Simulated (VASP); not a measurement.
A run of VASP 6.6.1:

Contents of INCAR:

```
SYSTEM = Mg2SO
ALGO = Normal
EDIFF = 1E-6
ENCUT = 520
GGA = PS
ISIF = 2
ISMEAR = 0
LASPH = .True.
LCHARG = .False.
LREAL = .False.
LWAVE = .False.
NBANDS = 16
NELM = 100
PREC = Accurate
SIGMA = 0.01
```

File KPOINTS:

```
k-points
0
Gamma
  6 6 4
  0 0 0
```

File POSCAR:

```
Mg2SO
1.0
    3.6748652521      0.0000000000      0.0000000000
    0.0000000000      3.6748652521      0.0000000000
    0.0000000000      0.0000000000      4.8839684028
O Mg S
1 2 1
Direct
    0.0000000000      0.0000000000      0.0000000000
    0.0000000000      0.5000000000      0.8113170196
    0.5000000000      0.0000000000      0.1886829804
    0.5000000000      0.5000000000      0.5000000000
```

Potentials or basis: VASP PAW PBE potentials, release 64 (O, Mg, S).

Command:

```console
$ cat potpaw_PBE.64/O/POTCAR potpaw_PBE.64/Mg/POTCAR potpaw_PBE.64/S/POTCAR > POTCAR
$ mpirun -np 1 vasp_std > vasp.out
```

Hardware: 1 thread of Intel(R) Xeon(R) Platinum 8559C (Emerald Rapids), with other jobs on the host.

Problem. Estimate the wall time of this run.

Solution. It took 18 s on 1 thread of Intel(R) Xeon(R) Platinum 8559C (Emerald Rapids), with other jobs on the host, peak memory 0.18 GiB. Counts: scf iterations 14, k points 30.
